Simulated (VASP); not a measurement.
# Mg6CrSi (Amm2) in VASP: reference runs, part 2 of 2

VASP 6.6.1.

## Step 6: Equation of state, PBE, collinear spin, ferromagnetic start, 19.54 Å³/atom (volume scaled by 0.98)

Contents of INCAR:

```
SYSTEM = Mg6CrSi
  PREC = Accurate
  ENCUT = 520
  EDIFF = 1E-7
  ISMEAR = -1
  SIGMA = 0.05
  LREAL = .False.
  LASPH = .True.
  NELM = 150
  ALGO = Normal
  ISIF = 2
  LWAVE = .False.
  LCHARG = .False.
  ISPIN = 2
  MAGMOM = 3 0 0 0 0 0 0 0
  LORBIT = 11
  LMAXMIX = 4
  GGA = PE
  NBANDS = 28
```

Contents of KPOINTS:

```
Automatic mesh
0
Gamma
  6 5 5
  0 0 0
```

Contents of POSCAR:

```
Mg6CrSi
1.0
    4.8027649014      0.0000000000      0.0000000000
    0.0000000000      3.0867325662      5.2733496781
    0.0000000000     -3.0867325662      5.2733496781
Cr Si Mg
1 1 6
Direct
    0.5000000000      0.6767290000      0.6767290000
    0.0000000000      0.8218720000      0.8218720000
    0.5000000000      0.1651170000      0.1651170000
    0.5000000000      0.6698210000      0.1585230000
    0.5000000000      0.1585230000      0.6698210000
    0.0000000000      0.3322200000      0.3322200000
    0.0000000000      0.8308710000      0.3448470000
    0.0000000000      0.3448470000      0.8308710000
```

Potentials or basis: VASP PAW PBE potentials, release 64 (Cr_pv, Si, Mg).

Command:

```console
$ cat potpaw_PBE.64/Cr_pv/POTCAR potpaw_PBE.64/Si/POTCAR potpaw_PBE.64/Mg/POTCAR > POTCAR
$ mpirun -np 1 vasp_std > vasp.out
```

Run time: 8.2 min. Hardware: 1 thread of AMD EPYC 7R43 (Zen 3), shared host; peak memory 0.46 GiB.

Results (log left out):

```
Free energy                                           : -22.8641 eV
Pressure                                              : 0.7 GPa
Largest force                                         : 0.034 eV/Å
Band gap on the k mesh                                : none (metal or under the smearing width)
Net moment                                            : 3.56 μB per cell
Site moments                                          : Cr +3.44; Si -0.06; Mg -0.01, +0.01 μB
Valence electrons inside the program's atomic spheres : Cr 10.52; Si 1.57; Mg 0.39, 0.37, 0.38
```

## Step 7: Equation of state, PBE, collinear spin, ferromagnetic start, 20.34 Å³/atom (volume scaled by 1.02)

Contents of INCAR:

```
SYSTEM = Mg6CrSi
PREC = Accurate
ENCUT = 520
EDIFF = 1E-7
ISMEAR = -1
SIGMA = 0.05
LREAL = .FALSE.
LASPH = .TRUE.
NELM = 120
ALGO = Normal
ISIF = 2
LWAVE = .FALSE.
LCHARG = .FALSE.
ISPIN = 2
MAGMOM = 3 0 0 0 0 0 0 0
LORBIT = 11
LMAXMIX = 4
GGA = PE
NBANDS = 28
```

Contents of KPOINTS:

```
regular mesh
0
G
  6 5 5
  0 0 0
```

POSCAR: that of step 6 with these lines changed.

```diff
@@ -2,5 +2,5 @@
 1.0
-    4.8027649014      0.0000000000      0.0000000000
-    0.0000000000      3.0867325662      5.2733496781
-    0.0000000000     -3.0867325662      5.2733496781
+    4.8672392379      0.0000000000      0.0000000000
+    0.0000000000      3.1281701627      5.3441413425
+    0.0000000000     -3.1281701627      5.3441413425
 Cr Si Mg
```

Command:

```console
$ cat potpaw_PBE.64/Cr_pv/POTCAR potpaw_PBE.64/Si/POTCAR potpaw_PBE.64/Mg/POTCAR > POTCAR
$ mpirun -np 1 vasp_std > vasp.out
```

Run time: 7.7 min. Hardware: 1 thread of AMD EPYC 7R43 (Zen 3), shared host; peak memory 0.47 GiB.

The run converged. Its results:

```
Free energy                                           : -22.8553 eV
Pressure                                              : -1.1 GPa
Largest force                                         : 0.064 eV/Å
Band gap on the k mesh                                : none (metal or under the smearing width)
Net moment                                            : 3.63 μB per cell
Site moments                                          : Cr +3.52; Si -0.06; Mg -0.01, +0.00 μB
Valence electrons inside the program's atomic spheres : Cr 10.50; Si 1.55; Mg 0.38, 0.35, 0.36
```

## Step 8: Equation of state, PBE, collinear spin, ferromagnetic start, 20.74 Å³/atom (volume scaled by 1.04)

Contents of INCAR:

```
SYSTEM = Mg6CrSi
ALGO = Normal
EDIFF = 1E-7
ENCUT = 520
GGA = PE
ISIF = 2
ISMEAR = -1
ISPIN = 2
LASPH = .True.
LCHARG = .False.
LMAXMIX = 4
LORBIT = 11
LREAL = .False.
LWAVE = .False.
MAGMOM = 3 0 0 0 0 0 0 0
NBANDS = 28
NELM = 120
PREC = Accurate
SIGMA = 0.05
```

Contents of KPOINTS:

```
k-points
0
Gamma
  6 5 5
  0 0 0
```

POSCAR: that of step 7 with these lines changed.

```diff
@@ -2,5 +2,5 @@
 1.0
-    4.8672392379      0.0000000000      0.0000000000
-    0.0000000000      3.1281701627      5.3441413425
-    0.0000000000     -3.1281701627      5.3441413425
+    4.8988455731      0.0000000000      0.0000000000
+    0.0000000000      3.1484835251      5.3788445314
+    0.0000000000     -3.1484835251      5.3788445314
 Cr Si Mg
```

Command:

```console
$ cat potpaw_PBE.64/Cr_pv/POTCAR potpaw_PBE.64/Si/POTCAR potpaw_PBE.64/Mg/POTCAR > POTCAR
$ mpirun -np 1 vasp_std > vasp.out
```

Run time: 10 min. Hardware: 1 thread of AMD EPYC 7R43 (Zen 3), shared host; peak memory 0.48 GiB.

The run converged. Its results:

```
Free energy                                           : -22.8255 eV
Pressure                                              : -1.9 GPa
Largest force                                         : 0.081 eV/Å
Band gap on the k mesh                                : none (metal or under the smearing width)
Net moment                                            : 3.67 μB per cell
Site moments                                          : Cr +3.55; Si -0.06; Mg -0.01, +0.00 μB
Valence electrons inside the program's atomic spheres : Cr 10.48; Si 1.55; Mg 0.37, 0.35, 0.36
```

## Step 9: Equation of state, PBE, collinear spin, ferromagnetic start

Potentials or basis: VASP PAW PBE potentials, release 64 (Cr_pv, Si, Mg).

This step only gathers the single runs of the series.

Results:

```yaml
Equilibrium_volume: 19.84 Å³/atom
Bulk_modulus_at_fixed_shape_and_positions: 46 GPa
Pressure_derivative_of_the_bulk_modulus: 4.1
```

Energy against volume, from the lowest point:
```
volume (Å³/atom)  energy (meV/atom)
          18.746               9.57
          19.145               3.69
          19.544               0.59
          19.943               0.00
          20.342               1.68
          20.741               5.41
```

Caveat: the cell was scaled at fixed shape and fractional positions, which overstates the stiffness of a crystal with free parameters, most of all of layers and chains.

## Step 10: Overview

| task | cell | gap on the mesh (eV) | pressure (GPa) | moment (μB) | largest force (eV/Å) |
| --- | --- | --- | --- | --- | --- |
| single point | atoms moved at random, drawn with an rms of 0.05 Å | none | -0.2 | 3.59 | 0.55 |
| single point | as given | none | -0.3 | 3.60 | 0.05 |
| equation of state | as given | - | - | - | - |

Alike in all rows: level PBE; potentials or basis VASP PAW PBE potentials, release 64 (Cr_pv, Si, Mg); spin collinear, ferromagnetic start; k mesh 6 × 5 × 5; cutoff (eV) 520; smearing fermi-dirac 0.05 eV.

Caveats: the cell was scaled at fixed shape and fractional positions, which overstates the stiffness of a crystal with free parameters, most of all of layers and chains (some runs).

Absolute energies hang on the potentials; compare differences alone.
